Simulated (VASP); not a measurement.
Output of a VASP run:

OSZICAR:
```
       N       E                     dE             d eps       ncg     rms          rms(c)
DAV:   1     0.884048483950E+02    0.88405E+02   -0.73533E+03   240   0.106E+03
DAV:   2    -0.670366056676E+01   -0.95109E+02   -0.91705E+02   304   0.303E+02
DAV:   3    -0.939290624119E+01   -0.26892E+01   -0.26796E+01   316   0.480E+01
DAV:   4    -0.947806438615E+01   -0.85158E-01   -0.85117E-01   360   0.702E+00
DAV:   5    -0.947864424910E+01   -0.57986E-03   -0.57985E-03   312   0.669E-01    0.618E+00
DAV:   6    -0.830278162088E+01    0.11759E+01   -0.38523E+00   252   0.180E+01    0.412E+00
DAV:   7    -0.827517276997E+01    0.27609E-01   -0.10661E-01   304   0.294E+00    0.252E+00
DAV:   8    -0.827049280326E+01    0.46800E-02   -0.51206E-02   256   0.262E+00    0.192E-01
DAV:   9    -0.827198959728E+01   -0.14968E-02   -0.66103E-03   324   0.665E-01    0.120E-01
DAV:  10    -0.827253198973E+01   -0.54239E-03   -0.94320E-04   264   0.312E-01    0.563E-02
DAV:  11    -0.827262873284E+01   -0.96743E-04   -0.33973E-04   264   0.154E-01    0.188E-02
DAV:  12    -0.827262180756E+01    0.69253E-05   -0.57117E-05   316   0.659E-02    0.729E-03
DAV:  13    -0.827262091076E+01    0.89680E-06   -0.53486E-06   264   0.229E-02
   1 F= -.82726209E+01 E0= -.82726209E+01  d E =-.622962E-24
```

### OUTCAR
```
------------------------ aborting loop because EDIFF is reached ----------------------------------------
  FORCE on cell =-STRESS in cart. coord.  units (eV):
  Direction    XX          YY          ZZ          XY          YZ          ZX
  --------------------------------------------------------------------------------------
  Total       -0.3088732     -0.3088732     -0.3088732      0.0000000      0.0000000      0.0000000
  in kB      -13.6886546    -13.6886546    -13.6886546      0.0000000      0.0000000      0.0000000
  external PRESSURE =     -13.6886546 kB  Pullay stress =       0.0000000 kB
  volume of cell :       36.15
      direct lattice vectors                 reciprocal lattice vectors
     0.000000000  2.624420000  2.624420000    -0.190518286  0.190518286  0.190518286
     2.624420000  0.000000000  2.624420000     0.190518286 -0.190518286  0.190518286
     2.624420000  2.624420000  0.000000000     0.190518286  0.190518286 -0.190518286
  FREE ENERGIE OF THE ION-ELECTRON SYSTEM (eV)
  ---------------------------------------------------
  free  energy   TOTEN  =        -8.2726209108 eV

  energy  without entropy=       -8.2726209108  energy(sigma->0) =       -8.27262091
```
(Selected blocks of OUTCAR.)

File POSCAR:
```
KF
1
    0.0000000000     2.6244200000     2.6244200000
    2.6244200000     0.0000000000     2.6244200000
    2.6244200000     2.6244200000     0.0000000000
K F
1 1
Direct
  0.0000000000   0.0000000000   0.0000000000
  0.5000000000   0.5000000000   0.5000000000
```

Task: Write an INCAR and KPOINTS that could have produced this output.

Result: This is not unique; one that fits is the input of the run itself, PBE GGA, plane waves, VASP's PBE PAW potentials (set 64).

**INCAR**
```
# general
SYSTEM = KF
PREC   = Accurate
ENCUT  = 400
LREAL  = .FALSE.
LASPH  = .TRUE.

# electronic loop
EDIFF  = 1E-6
NELM   = 100
ALGO   = Normal

# smearing
ISMEAR = 0
SIGMA  = 0.01

# functional
GGA    = PE

# ions
ISIF   = 2

# output
LWAVE  = .FALSE.
LCHARG = .FALSE.
```

File KPOINTS:
```
Automatic mesh
0
G
  5 5 5
0 0 0
```

POTCAR, in this order: K_sv F (PBE.64 set). Program: vasp_std.

At this cut-off the stress carries a Pulay error, which pulls relaxed volumes low.

The structure comes from a computed database's KF entry; how it stands against other phases isn't given here. The cell was not relaxed at this level. The run is one of a series of settings (KPOINTS 5×5×5 Γ-centred mesh against the base run), some of them coarse on purpose.
